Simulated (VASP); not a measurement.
Level of theory: PBE GGA, VASP's PBE PAW potentials (set 64) (plane waves; VASP).

VASP input:

INCAR:
```
EDIFF = 1E-5
GGA = PE   # PBE
LCHARG = F
ISMEAR = 0
NSW = 60   # most ionic steps
ENCUT = 400   # plane-wave cut-off (eV)
LASPH = T   # aspherical one-centre terms
LMAXMIX = 4
LREAL = Auto
ALGO = Fast   # Davidson, then RMM-DIIS
EDIFFG = -0.03   # ionic stop
SIGMA = 0.05   # width (eV)
NELMIN = 4
NELECT = 256.0
PREC = Normal
ISYM = 0
NELM = 100   # most electronic steps
LWAVE = T
SYSTEM = Ga31P32Si
ISIF = 2   # forces and stress, cell fixed
IBRION = 2   # conjugate gradients
```

File POSCAR:
```
Ga31P32Si
1
   11.0671092084     0.0000000000     0.0000000000
    0.0000000000    11.0671092084     0.0000000000
   -0.0000000000    -0.0000000000    11.0671092084
Ga P Si
31 32 1
Direct
  0.5000000000   0.0000000000   0.0000000000
  0.7500000000   0.2500000000   0.0000000000
  0.7500000000   0.0000000000   0.2500000000
  0.0000000000   0.0000000000   0.0000000000
  0.2500000000   0.2500000000   0.0000000000
  0.5000000000   0.5000000000   0.0000000000
  0.7500000000   0.7500000000   0.0000000000
  0.2500000000   0.0000000000   0.2500000000
  0.5000000000   0.2500000000   0.2500000000
  0.7500000000   0.5000000000   0.2500000000
  0.5000000000   0.0000000000   0.5000000000
  0.7500000000   0.2500000000   0.5000000000
  0.7500000000   0.0000000000   0.7500000000
  0.0000000000   0.5000000000   0.0000000000
  0.2500000000   0.7500000000   0.0000000000
  0.0000000000   0.2500000000   0.2500000000
  0.2500000000   0.5000000000   0.2500000000
  0.5000000000   0.7500000000   0.2500000000
  0.0000000000   0.0000000000   0.5000000000
  0.2500000000   0.2500000000   0.5000000000
  0.7500000000   0.7500000000   0.5000000000
  0.2500000000   0.0000000000   0.7500000000
  0.5000000000   0.2500000000   0.7500000000
  0.7500000000   0.5000000000   0.7500000000
  0.0000000000   0.7500000000   0.2500000000
  0.0000000000   0.5000000000   0.5000000000
  0.2500000000   0.7500000000   0.5000000000
  0.0000000000   0.2500000000   0.7500000000
  0.2500000000   0.5000000000   0.7500000000
  0.5000000000   0.7500000000   0.7500000000
  0.0000000000   0.7500000000   0.7500000000
  0.6250000000   0.1250000000   0.1250000000
  0.8750000000   0.3750000000   0.1250000000
  0.8750000000   0.1250000000   0.3750000000
  0.1250000000   0.1250000000   0.1250000000
  0.3750000000   0.3750000000   0.1250000000
  0.6250000000   0.6250000000   0.1250000000
  0.8750000000   0.8750000000   0.1250000000
  0.3750000000   0.1250000000   0.3750000000
  0.6254280000   0.3792870000   0.3786450000
  0.8750000000   0.6250000000   0.3750000000
  0.6250000000   0.1250000000   0.6250000000
  0.8750000000   0.3750000000   0.6250000000
  0.8750000000   0.1250000000   0.8750000000
  0.1250000000   0.6250000000   0.1250000000
  0.3750000000   0.8750000000   0.1250000000
  0.1250000000   0.3750000000   0.3750000000
  0.3759700000   0.6267510000   0.3753700000
  0.6250000000   0.8750000000   0.3750000000
  0.1250000000   0.1250000000   0.6250000000
  0.3761140000   0.3792970000   0.6265190000
  0.6228170000   0.6212430000   0.6265950000
  0.8750000000   0.8750000000   0.6250000000
  0.3750000000   0.1250000000   0.8750000000
  0.6250000000   0.3750000000   0.8750000000
  0.8750000000   0.6250000000   0.8750000000
  0.1250000000   0.8750000000   0.3750000000
  0.1250000000   0.6250000000   0.6250000000
  0.3750000000   0.8750000000   0.6250000000
  0.1250000000   0.3750000000   0.8750000000
  0.3750000000   0.6250000000   0.8750000000
  0.6250000000   0.8750000000   0.8750000000
  0.1250000000   0.8750000000   0.8750000000
  0.4995130000   0.4974720000   0.5035380000
```

### KPOINTS
```
Automatic mesh
0
Gamma
1 1 1
0 0 0
```

POTCAR, in this order: Ga P Si (PBE.64 set). Program: vasp_gam.

The resulting files:

### OSZICAR
```
       N       E                     dE             d eps       ncg     rms          rms(c)
DAV:   1     0.148240932980E+04    0.14824E+04   -0.96599E+04   322   0.114E+03
DAV:   2    -0.120346336786E+03   -0.16028E+04   -0.15162E+04   412   0.212E+02
DAV:   3    -0.295936534127E+03   -0.17559E+03   -0.17270E+03   396   0.709E+01
DAV:   4    -0.301014876164E+03   -0.50783E+01   -0.50459E+01   372   0.138E+01
DAV:   5    -0.301168322449E+03   -0.15345E+00   -0.15314E+00   388   0.250E+00    0.275E+01
RMM:   6    -0.293194243376E+03    0.79741E+01   -0.13601E+01   322   0.515E+00    0.164E+01
RMM:   7    -0.292335017173E+03    0.85923E+00   -0.18157E+01   322   0.580E+00    0.513E+00
RMM:   8    -0.292098435800E+03    0.23658E+00   -0.36190E+00   322   0.317E+00    0.144E+00
RMM:   9    -0.292028204406E+03    0.70231E-01   -0.42039E-01   326   0.117E+00    0.569E-01
RMM:  10    -0.292039577209E+03   -0.11373E-01   -0.91989E-02   350   0.497E-01    0.449E-01
RMM:  11    -0.292032813546E+03    0.67637E-02   -0.44912E-02   322   0.336E-01    0.158E-01
RMM:  12    -0.292032945332E+03   -0.13179E-03   -0.44347E-03   328   0.150E-01    0.113E-01
RMM:  13    -0.292033076257E+03   -0.13093E-03   -0.13535E-03   366   0.624E-02    0.842E-02
RMM:  14    -0.292032998858E+03    0.77399E-04   -0.88729E-04   322   0.450E-02    0.210E-02
RMM:  15    -0.292033005195E+03   -0.63364E-05   -0.13850E-04   327   0.221E-02    0.164E-02
RMM:  16    -0.292032999077E+03    0.61176E-05   -0.19329E-05   198   0.897E-03
   1 F= -.29203300E+03 E0= -.29203300E+03  d E =-.292033E+03
       N       E                     dE             d eps       ncg     rms          rms(c)
DAV:   1    -0.292187755706E+03   -0.15475E+00   -0.59891E+00   356   0.399E+00    0.147E+00
RMM:   2    -0.292217310205E+03   -0.29554E-01   -0.42250E-01   322   0.129E+00    0.390E-01
RMM:   3    -0.292221254660E+03   -0.39445E-02   -0.74931E-02   324   0.573E-01    0.260E-01
RMM:   4    -0.292221942234E+03   -0.68757E-03   -0.16132E-02   351   0.250E-01    0.168E-01
RMM:   5    -0.292222094578E+03   -0.15234E-03   -0.29350E-03   343   0.105E-01    0.539E-02
RMM:   6    -0.292222165454E+03   -0.70876E-04   -0.70260E-04   349   0.501E-02    0.376E-02
RMM:   7    -0.292222176879E+03   -0.11425E-04   -0.96189E-05   278   0.188E-02    0.163E-02
RMM:   8    -0.292222178940E+03   -0.20611E-05   -0.18739E-05   209   0.794E-03
   2 F= -.29222218E+03 E0= -.29222218E+03  d E =-.189180E+00
       N       E                     dE             d eps       ncg     rms          rms(c)
DAV:   1    -0.292232342906E+03   -0.10166E-01   -0.76615E-01   356   0.144E+00    0.514E-01
RMM:   2    -0.292235931604E+03   -0.35887E-02   -0.53228E-02   322   0.469E-01    0.140E-01
RMM:   3    -0.292236370407E+03   -0.43880E-03   -0.94435E-03   323   0.205E-01    0.873E-02
RMM:   4    -0.292236463989E+03   -0.93582E-04   -0.21304E-03   353   0.896E-02    0.575E-02
RMM:   5    -0.292236479035E+03   -0.15046E-04   -0.33488E-04   332   0.374E-02    0.213E-02
RMM:   6    -0.292236487287E+03   -0.82521E-05   -0.81956E-05   266   0.176E-02
   3 F= -.29223649E+03 E0= -.29223649E+03  d E =-.203488E+00
       N       E                     dE             d eps       ncg     rms          rms(c)
DAV:   1    -0.292251911337E+03   -0.15432E-01   -0.54934E-01   322   0.132E+00    0.466E-01
RMM:   2    -0.292254902731E+03   -0.29914E-02   -0.39391E-02   322   0.425E-01    0.118E-01
RMM:   3    -0.292255370732E+03   -0.46800E-03   -0.73079E-03   326   0.187E-01    0.920E-02
RMM:   4    -0.292255399476E+03   -0.28744E-04   -0.13817E-03   343   0.807E-02    0.628E-02
RMM:   5    -0.292255393918E+03    0.55583E-05   -0.32222E-04   325   0.376E-02    0.149E-02
RMM:   6    -0.292255401005E+03   -0.70872E-05   -0.87945E-05   303   0.186E-02
   4 F= -.29225540E+03 E0= -.29225540E+03  d E =-.189137E-01
       N       E                     dE             d eps       ncg     rms          rms(c)
DAV:   1    -0.292257107224E+03   -0.17133E-02   -0.22457E-01   348   0.841E-01    0.295E-01
RMM:   2    -0.292258357145E+03   -0.12499E-02   -0.16278E-02   322   0.273E-01    0.753E-02
RMM:   3    -0.292258546584E+03   -0.18944E-03   -0.29948E-03   326   0.120E-01    0.613E-02
RMM:   4    -0.292258556784E+03   -0.10200E-04   -0.56010E-04   340   0.516E-02    0.418E-02
RMM:   5    -0.292258554791E+03    0.19934E-05   -0.14148E-04   318   0.244E-02    0.961E-03
RMM:   6    -0.292258557854E+03   -0.30633E-05   -0.39108E-05   238   0.122E-02
   5 F= -.29225856E+03 E0= -.29225856E+03  d E =-.220706E-01
       N       E                     dE             d eps       ncg     rms          rms(c)
DAV:   1    -0.292264062907E+03   -0.55081E-02   -0.13885E-01   322   0.698E-01    0.203E-01
RMM:   2    -0.292264677494E+03   -0.61459E-03   -0.80260E-03   322   0.201E-01    0.577E-02
RMM:   3    -0.292264819105E+03   -0.14161E-03   -0.16606E-03   338   0.906E-02    0.525E-02
RMM:   4    -0.292264816808E+03    0.22973E-05   -0.21847E-04   330   0.365E-02    0.330E-02
RMM:   5    -0.292264817585E+03   -0.77747E-06   -0.10395E-04   321   0.199E-02    0.987E-03
RMM:   6    -0.292264816149E+03    0.14365E-05   -0.17752E-05   200   0.942E-03
   6 F= -.29226482E+03 E0= -.29226482E+03  d E =-.625829E-02
       N       E                     dE             d eps       ncg     rms          rms(c)
DAV:   1    -0.292263690378E+03    0.11272E-02   -0.51198E-01   338   0.134E+00    0.392E-01
RMM:   2    -0.292265998301E+03   -0.23079E-02   -0.29967E-02   322   0.388E-01    0.110E-01
RMM:   3    -0.292266524580E+03   -0.52628E-03   -0.61477E-03   339   0.175E-01    0.101E-01
RMM:   4    -0.292266518197E+03    0.63830E-05   -0.82613E-04   332   0.702E-02    0.645E-02
RMM:   5    -0.292266521157E+03   -0.29602E-05   -0.39576E-04   323   0.383E-02    0.195E-02
RMM:   6    -0.292266515335E+03    0.58217E-05   -0.66440E-05   299   0.183E-02
   7 F= -.29226652E+03 E0= -.29226652E+03  d E =-.795748E-02
       N       E                     dE             d eps       ncg     rms          rms(c)
DAV:   1    -0.292267133644E+03   -0.61249E-03   -0.76478E-02   322   0.518E-01    0.151E-01
RMM:   2    -0.292267432094E+03   -0.29845E-03   -0.42066E-03   322   0.146E-01    0.436E-02
RMM:   3    -0.292267512225E+03   -0.80131E-04   -0.94683E-04   341   0.669E-02    0.355E-02
RMM:   4    -0.292267512620E+03   -0.39480E-06   -0.11979E-04   323   0.267E-02    0.228E-02
RMM:   5    -0.292267513611E+03   -0.99085E-06   -0.55358E-05   286   0.145E-02
   8 F= -.29226751E+03 E0= -.29226751E+03  d E =-.895576E-02
       N       E                     dE             d eps       ncg     rms          rms(c)
DAV:   1    -0.292270288798E+03   -0.27762E-02   -0.16596E-01   322   0.749E-01    0.246E-01
RMM:   2    -0.292271152224E+03   -0.86343E-03   -0.10824E-02   322   0.230E-01    0.610E-02
RMM:   3    -0.292271300748E+03   -0.14852E-03   -0.19228E-03   326   0.101E-01    0.496E-02
RMM:   4    -0.292271305626E+03   -0.48779E-05   -0.33068E-04   337   0.434E-02    0.331E-02
RMM:   5    -0.292271304756E+03    0.87061E-06   -0.10478E-04   321   0.212E-02    0.707E-03
RMM:   6    -0.292271305675E+03   -0.91921E-06   -0.23626E-05   205   0.106E-02
   9 F= -.29227131E+03 E0= -.29227131E+03  d E =-.379206E-02
```

File OUTCAR:
```
------------------------ aborting loop because EDIFF is reached ----------------------------------------
  FORCE on cell =-STRESS in cart. coord.  units (eV):
  Direction    XX          YY          ZZ          XY          YZ          ZX
  --------------------------------------------------------------------------------------
  Total       -7.8151156     -7.8279859     -7.7774570      0.0211621     -0.0128018      0.0147929
  in kB       -9.2372650     -9.2524773     -9.1927535      0.0250130     -0.0151314      0.0174848
  external PRESSURE =      -9.2274986 kB  Pullay stress =       0.0000000 kB
  volume of cell :     1355.51
      direct lattice vectors                 reciprocal lattice vectors
    11.067109208  0.000000000  0.000000000     0.090357832  0.000000000  0.000000000
     0.000000000 11.067109208  0.000000000     0.000000000  0.090357832  0.000000000
     0.000000000  0.000000000 11.067109208     0.000000000  0.000000000  0.090357832
  FREE ENERGIE OF THE ION-ELECTRON SYSTEM (eV)
  ---------------------------------------------------
  free  energy   TOTEN  =      -292.2713056747 eV

  energy  without entropy=     -292.2713056747  energy(sigma->0) =     -292.27130567

 reached required accuracy - stopping structural energy minimisation
```
(Selected blocks of OUTCAR.)

### CONTCAR
```
Ga31P32Si
   1.00000000000000
    11.0671092083999998    0.0000000000000000    0.0000000000000000
     0.0000000000000000   11.0671092083999998    0.0000000000000000
     0.0000000000000000    0.0000000000000000   11.0671092083999998
  Ga              P               Si
    31    32     1
Direct
     0.5000299831040269    0.0001814551458171    0.0002600054538487
     0.7505458284741363    0.2493009368432830    0.0007263997069510
     0.7504975740213581    0.0003348002691990    0.2496664774136589
     0.0000057092870080    0.0000102694676520    0.9999497851207022
     0.2497649006403059    0.2496130373629095    0.9999799538119777
     0.4999752198038780    0.4999912747493644    0.0002055711681615
     0.7504743617479970    0.7505297430429992    0.9996438261427930
     0.2496524543884522    0.9999377013907432    0.2496142145409681
     0.4975184637382200    0.2506941960730060    0.2507479222869355
     0.7496277947986310    0.5026823557815786    0.2506244791134597
     0.4999970570146176    0.0000995578066650    0.4999788109342332
     0.7496833092865376    0.2504237349246716    0.5027302918081803
     0.7505086661167485    0.9995986844517580    0.7504581322894390
     0.9999176394473684    0.5000244536381899    0.0003572937154784
     0.2493176076145115    0.7506777231766735    0.0006919590033261
     0.9998136242458744    0.2496785497070399    0.2495871900285667
     0.2504978988659203    0.4974155246608060    0.2504917304382713
     0.5025911444900327    0.7496593209509574    0.2505338279223212
     0.9998373062359145    0.9999927555765288    0.5000637908218715
     0.2503122869420902    0.2504274137890460    0.4974861637144223
     0.7494851277360365    0.7494695016117877    0.4975730325931953
     0.2495224175379658    0.0004115584767290    0.7505138937249838
     0.5025941656143729    0.2503266241197610    0.7497960725419036
     0.7497669388849066    0.4973380059387102    0.7500195659516349
     0.0003450813791239    0.7505951613341540    0.2496359365405574
     0.0000604767837131    0.5000331758372453    0.4999732208685559
     0.2503282516572459    0.7498341552668761    0.5026984169296189
     0.0005659673190358    0.2493965439013521    0.7505631283466133
     0.2500777506735364    0.5028513785054574    0.7499894852168554
     0.4973334640507139    0.7497757568291075    0.7499747890692791
     0.9994683533959809    0.7507275128754604    0.7503937666263585
     0.6246376239763530    0.1261427518075508    0.1264954322119820
     0.8738619513106111    0.3752425790888586    0.1263604927962610
     0.8739407854154825    0.1262235592170829    0.3752563082124139
     0.1249805118065306    0.1250110447423226    0.1249914842006778
     0.3750975918898722    0.3749011600672216    0.1245948093357216
     0.6251280390461484    0.6250781890404730    0.1244702772303639
     0.8750201908351040    0.8750775781799094    0.1249478895803218
     0.3750635454127554    0.1245446712569419    0.3749714684205412
     0.6198481155200589    0.3804648263253955    0.3806122169170842
     0.8756386278015631    0.6251426915958367    0.3750075751459305
     0.6250311951341361    0.1243606495803700    0.6250874913582656
     0.8757952355223733    0.3749302009700985    0.6252174753162884
     0.8750379386633056    0.1249050046591094    0.8750495875463568
     0.1260283582289570    0.6246816406267585    0.1263333196500236
     0.3752749224823228    0.8740984218023750    0.1263106649391366
     0.1244088623978183    0.3749460365571690    0.3749377586929125
     0.3801501643324666    0.6199797248572296    0.3804099858914231
     0.6251529965295073    0.8756246590613687    0.3750600410117839
     0.1261025737870009    0.1259969559129801    0.6247351670143012
     0.3798823214748597    0.3803448232069725    0.6202573623678554
     0.6197379679185557    0.6197678258390218    0.6204248498821521
     0.8737026494748752    0.8739426255849141    0.6246945716006059
     0.3751871089381709    0.1260916911446915    0.8740425722404270
     0.6251535875669022    0.3747517878970748    0.8759321776367038
     0.8740802809302854    0.6248957195294650    0.8740824066820506
     0.1261234447772188    0.8741520228234451    0.3752612930886014
     0.1242539409071077    0.6252079575803733    0.6251018098291590
     0.3749852001256735    0.8757622710889386    0.6251571015288317
     0.1260415478923141    0.3751382299769607    0.8742660130009393
     0.3747720507858776    0.6252043218622124    0.8759289314069341
     0.6248560499753121    0.8741652973334738    0.8740993590509530
     0.1249065527522718    0.8750865164614571    0.8750174189908939
     0.4998432410919476    0.5001537008164182    0.5006225533769790
```

The cell is charged, with a uniform compensating background. The supercell is sampled at Γ alone, which is coarse: total energies, pressure and levels can be off, energies of defects by several tenths of an eV.

The cell is a supercell with a defect, built from GaP (zinc blende): Si_Ga, charge +1. The run is not spin-polarised, so no state with unpaired spins was tried.
